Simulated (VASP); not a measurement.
Wanted: the native input for a VASP 6.6.1 run.

- Task: single point
- Functional: LDA
- Potentials or basis: VASP PAW LDA potentials, release 64 (Sb, As)
- Cutoff: 520 eV
- k mesh: 5 × 5 × 5
- Occupations: gaussian, width 0.01 eV
- Spin: no spin polarisation
- Dipole correction: no
- Further INCAR settings: ALGO = Fast; EDIFF = 1e-06; NBANDS = 12

The structure of SbAs lies in POSCAR:

```
SbAs
1.0
    2.0327141200      1.1735880500      3.7165943000
   -2.0327141200      1.1735880500      3.7165943000
    0.0000000000     -2.3471760900      3.7165943000
Sb As
1 1
Direct
    0.2290984100      0.2290984100      0.2290984100
    0.7708995900      0.7708995900      0.7708995900
```

The cell is a database's computed one.

These files were run (other wordings do the same):

INCAR

```
PREC = Accurate
ENCUT = 520
EDIFF = 1E-6
ISMEAR = 0
SIGMA = 0.01
LREAL = False
LASPH = True
NELM = 100
ALGO = Fast
ISIF = 2
LWAVE = False
LCHARG = False
GGA = CA
NBANDS = 12
```

KPOINTS

```
regular mesh
0
Gamma
  5 5 5
```

Potentials or basis: VASP PAW LDA potentials, release 64 (Sb, As).

Command:

```bash
$ cat potpaw_LDA.64/Sb/POTCAR potpaw_LDA.64/As/POTCAR > POTCAR
$ mpirun -np 1 vasp_std > vasp.out
```

Results of the run:

```json
{"Pressure": "-3.1 GPa", "Largest force": "0.068 eV/Å", "Band gap on the k mesh": "0.16 eV, indirect (least direct gap 0.42 eV)"}
```

Caveat: spin-orbit coupling is left out, which moves the levels of the heavy elements; an odd mesh through Γ misses points on the zone boundary, where band edges often lie.

Run time: 16 s on 1 thread of Intel(R) Xeon(R) Platinum 8175M CPU @ 2.50GHz (Skylake/Cascade Lake) (shared host), peak memory 0.17 GiB.
